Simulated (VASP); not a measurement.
Method: r2SCAN meta-GGA, VASP's PBE PAW potentials (set 64) (plane waves; VASP).

A VASP calculation is set up with these files.

KPOINTS:
```
Regular mesh
0
G
 14 14 14
```

### POSCAR
```
Pb
1
    0.0000000000     2.4942272061     2.4942272061
    2.4942272061     0.0000000000     2.4942272061
    2.4942272061     2.4942272061     0.0000000000
Pb
1
Direct
  0.0000000000   0.0000000000   0.0000000000
```

**INCAR**
```
ALGO  =  Normal
EDIFF  =  1E-7
ENCUT  =  520
ISIF  =  2
ISMEAR  =  -5
LASPH  =  .TRUE.
LCHARG  =  .FALSE.
LMAXMIX  =  4
LMIXTAU  =  .TRUE.
LORBIT  =  11
LREAL  =  .FALSE.
LWAVE  =  .FALSE.
METAGGA  =  R2SCAN
NEDOS  =  601
NELM  =  100
PREC  =  Accurate
SYSTEM  =  Pb
```

### KPOINTS_OPT
```
k-points along high-symmetry lines
10
Line-mode
Reciprocal
  0.000000   0.000000   0.000000 ! GAMMA
  0.500000   0.000000   0.500000 ! X

  0.500000   0.000000   0.500000 ! X
  0.625000   0.250000   0.625000 ! U

  0.375000   0.375000   0.750000 ! K
  0.000000   0.000000   0.000000 ! GAMMA

  0.000000   0.000000   0.000000 ! GAMMA
  0.500000   0.500000   0.500000 ! L

  0.500000   0.500000   0.500000 ! L
  0.500000   0.250000   0.750000 ! W

  0.500000   0.250000   0.750000 ! W
  0.500000   0.000000   0.500000 ! X
```

POTCAR, in this order: Pb_d (PBE.64 set). Program: vasp_std.

Output

OSZICAR:
```
       N       E                     dE             d eps       ncg     rms          rms(c)
DAV:   1     0.514712278716E+02    0.51471E+02   -0.75234E+03  2297   0.154E+03
DAV:   2    -0.548667330462E+02   -0.10634E+03   -0.10441E+03  2345   0.337E+02
DAV:   3    -0.596309422952E+02   -0.47642E+01   -0.47402E+01  2753   0.830E+01
DAV:   4    -0.597432591723E+02   -0.11232E+00   -0.11233E+00  2778   0.140E+01
DAV:   5    -0.597481733786E+02   -0.49142E-02   -0.49154E-02  2900   0.262E+00    0.102E+00
DAV:   6    -0.561532841903E+02    0.35949E+01   -0.15542E+00  2645   0.297E+01    0.718E-01
DAV:   7    -0.562648576404E+02   -0.11157E+00   -0.80498E-02  2579   0.537E+00    0.364E-01
DAV:   8    -0.562410289715E+02    0.23829E-01   -0.85926E-02  2291   0.279E+00    0.101E-01
DAV:   9    -0.562779424560E+02   -0.36913E-01   -0.26747E-02  2339   0.228E+00    0.124E-01
DAV:  10    -0.562784449355E+02   -0.50248E-03   -0.71889E-04  2721   0.308E-01    0.120E-01
DAV:  11    -0.562810730824E+02   -0.26281E-02   -0.58135E-03  2363   0.112E+00    0.978E-03
DAV:  12    -0.562811031656E+02   -0.30083E-04   -0.47447E-04  2375   0.379E-01    0.286E-02
DAV:  13    -0.562809444111E+02    0.15875E-03   -0.17917E-04  2531   0.173E-01    0.164E-02
DAV:  14    -0.562812598122E+02   -0.31540E-03   -0.18306E-04  2348   0.179E-01    0.643E-03
DAV:  15    -0.562812908676E+02   -0.31055E-04   -0.33608E-05  2564   0.579E-02    0.533E-03
DAV:  16    -0.562812912904E+02   -0.42275E-06   -0.92793E-07  2609   0.841E-03    0.474E-03
DAV:  17    -0.562812905230E+02    0.76736E-06   -0.15065E-07  2414   0.354E-03    0.445E-03
DAV:  18    -0.562812897745E+02    0.74848E-06   -0.57346E-06  2306   0.243E-02    0.144E-03
DAV:  19    -0.562812903561E+02   -0.58160E-06   -0.50124E-07  2435   0.667E-03    0.880E-04
DAV:  20    -0.562812908414E+02   -0.48534E-06   -0.66903E-08  1354   0.517E-03    0.597E-04
DAV:  21    -0.562812908895E+02   -0.48042E-07   -0.28183E-08  1411   0.273E-03
   1 F= -.56281291E+02 E0= -.56281291E+02  d E =0.000000E+00
       N       E                     dE             ncg
```

File OUTCAR:
```
------------------------ aborting loop because EDIFF is reached ----------------------------------------
  FORCE on cell =-STRESS in cart. coord.  units (eV):
  Direction    XX          YY          ZZ          XY          YZ          ZX
  --------------------------------------------------------------------------------------
  Total        0.0421094      0.0421094      0.0421094      0.0000000      0.0000000     -0.0000000
  in kB        2.1739592      2.1739592      2.1739592      0.0000000      0.0000000     -0.0000000
  external PRESSURE =       2.1739592 kB  Pullay stress =       0.0000000 kB
  volume of cell :       31.03
      direct lattice vectors                 reciprocal lattice vectors
     0.000000000  2.494227206  2.494227206    -0.200462892  0.200462892  0.200462892
     2.494227206  0.000000000  2.494227206     0.200462892 -0.200462892  0.200462892
     2.494227206  2.494227206  0.000000000     0.200462892  0.200462892 -0.200462892
 POSITION                                       TOTAL-FORCE (eV/Angst)
 -----------------------------------------------------------------------------------
      0.00000      0.00000      0.00000         0.000000      0.000000      0.000000
 -----------------------------------------------------------------------------------
    total drift:                                0.000000     -0.000000     -0.000000
  FREE ENERGIE OF THE ION-ELECTRON SYSTEM (eV)
  ---------------------------------------------------
  free  energy   TOTEN  =       -56.2812908895 eV

  energy  without entropy=      -56.2812908895  energy(sigma->0) =      -56.28129089

 total charge

# of ion       s       p       d       tot
------------------------------------------
    1        1.390   0.753   9.796  11.939
```
(Selected blocks of OUTCAR.)

For a metal the tetrahedron method with Blöchl corrections gives inexact stress and forces.

The compound is Pb in the fcc structure. It was relaxed first.
